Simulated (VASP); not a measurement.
Sn2H3Br:

```
CELL_PARAMETERS angstrom
4.87188 0.00000 0.00000
-2.43594 4.21917 0.00000
0.00000 0.00000 7.99200
ATOMIC_POSITIONS crystal
Sn 0.66667 0.33333 0.11537
Sn 0.33333 0.66667 0.02540
H 0.66667 0.33333 0.33659
H 0.00000 0.00000 0.45120
H 0.00000 0.00000 0.54530
Br 0.33333 0.66667 0.70596
```

The cell was built by a generator and needn't be a form met in nature.

```yaml
Program: VASP 6.6.1
Task: relaxation of cell and atoms
Functional: PBE
Potentials_or_basis: VASP PAW PBE potentials, release 64 (Sn_d, H, Br)
Cutoff: 520 eV
k_mesh: 8 × 8 × 4
Occupations: gaussian, width 0.1 eV
Spin: no spin polarisation
```

At the start: pressure -0.4 GPa; volume 27.38 Å³/atom.

**Question.** Where does the relaxation end?

**Answer.** Over 60 steps the energy falls by 8.8 meV/atom and the volume is 29.41 Å³/atom (+7.4 %); space group P3m1 (No. 156, to 0.05 Å).

Step by step:
```tsv
step	energy change (eV)	largest force (eV/Å)	pressure (GPa)	volume (Å³)
1	0.0000	0.3078	-0.37	164.28
3	-0.0059	0.2237	-0.01	163.41
5	-0.0076	0.2117	-0.01	163.12
7	-0.0162	0.1568	0.15	161.96
9	-0.0180	0.2175	0.27	161.17
11	-0.0266	0.1334	0.35	162.34
13	-0.0302	0.1830	0.23	163.75
15	-0.0347	0.3006	-0.08	166.88
17	-0.0382	0.1420	-0.15	169.41
19	-0.0418	0.1561	-0.03	169.53
21	-0.0459	0.1834	0.13	169.89
23	-0.0470	0.3965	-0.02	170.88
25	-0.0493	0.1029	0.05	170.78
27	-0.0498	0.0446	0.09	171.08
29	-0.0502	0.0187	0.08	171.50
31	-0.0504	0.0425	0.03	171.97
33	-0.0505	0.0376	-0.01	172.54
35	-0.0506	0.0402	-0.01	172.60
37	-0.0508	0.0707	0.02	173.08
39	-0.0510	0.0599	0.00	173.31
41	-0.0514	0.1382	-0.07	174.35
43	-0.0517	0.1041	-0.06	174.62
45	-0.0522	0.0621	-0.04	175.88
47	-0.0522	0.0582	-0.05	175.40
49	-0.0522	0.0613	-0.04	175.72
51	-0.0525	0.0255	0.00	176.03
53	-0.0526	0.0185	0.00	176.18
55	-0.0526	0.0232	0.00	176.26
57	-0.0527	0.0284	-0.03	176.42
59	-0.0527	0.0287	0.00	176.43
60	-0.0527	0.0064	0.00	176.44
```

Final structure:
```yaml
crystal:
  lattice:
    - [4.80419, 0.00000, 0.00000]
    - [-2.40210, 4.16055, 0.00000]
    - [0.00000, 0.00000, 8.82731]
  atoms:
    - { symbol: Sn, position: [0.66667, 0.33333, 0.12240] }
    - { symbol: Sn, position: [0.33333, 0.66667, 0.03609] }
    - { symbol: H, position: [0.66667, 0.33333, 0.31955] }
    - { symbol: H, position: [0.00000, 0.00000, 0.43347] }
    - { symbol: H, position: [0.00000, 0.00000, 0.51856] }
    - { symbol: Br, position: [0.33333, 0.66667, 0.74973] }
```
